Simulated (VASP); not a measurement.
A run of VASP 6.6.1 is set up as follows.

File INCAR:

```
PREC = Accurate
ENCUT = 520
EDIFF = 1E-6
ISMEAR = 1
SIGMA = 0.15
LREAL = Auto
LASPH = T
NELM = 100
ALGO = Fast
ISIF = 2
LWAVE = F
LCHARG = F
GGA = PE
NBANDS = 72
```

KPOINTS

```
regular mesh
0
Gamma
  3 3 3
```

File POSCAR:

```
NaZr2AgF11
1.0
    6.4429360000      0.7955430000      0.1679120000
    0.2716170000      6.0901910000     -0.3459760000
    1.0475040000     -0.2838270000      6.0073130000
F Na Zr Ag
11 1 2 1
Direct
    0.5882892455      0.3296460889      0.2471365836
    0.5995910921      0.9338910913      0.5950547882
    0.5413796175      0.5679126207      0.7918242320
    0.3553713672      0.1762890898      0.7944150200
    0.0130328145      0.4059104025      0.5533795045
    0.7698511461      0.6202243689      0.3157189413
    0.7253346417      0.9328988662      0.0395035564
    0.2625628254      0.7049970097      0.1664445645
    0.9614186349      0.6650911338      0.7538426655
    0.8361999580      0.2740351977      0.9347444680
    0.2916570247      0.1824748391      0.2098437689
    0.0009250016      0.0339024645      0.3716079252
    0.5416004006      0.6671688518      0.1934387644
    0.6000955376      0.1559195329      0.8924046698
    0.1959609624      0.9275087657      0.8484319987
```

Potentials or basis: VASP PAW PBE potentials, release 64 (F, Na_pv, Zr_sv, Ag).

Launch:

```sh
$ cat potpaw_PBE.64/F/POTCAR potpaw_PBE.64/Na_pv/POTCAR potpaw_PBE.64/Zr_sv/POTCAR potpaw_PBE.64/Ag/POTCAR > POTCAR
$ mpirun -np 1 vasp_std > vasp.out
```

(1) What does it give for the pressure?

(2) What does it give for the largest force?

(3) What does it give for the band gap on the k mesh?

Results:

(1) 9.1 GPa.

(2) 7.014 eV/Å.

(3) none (metal or under the smearing width).

Caveat: an odd number of electrons without spin polarisation forces a metal; a magnetic or distorted state may lie lower.
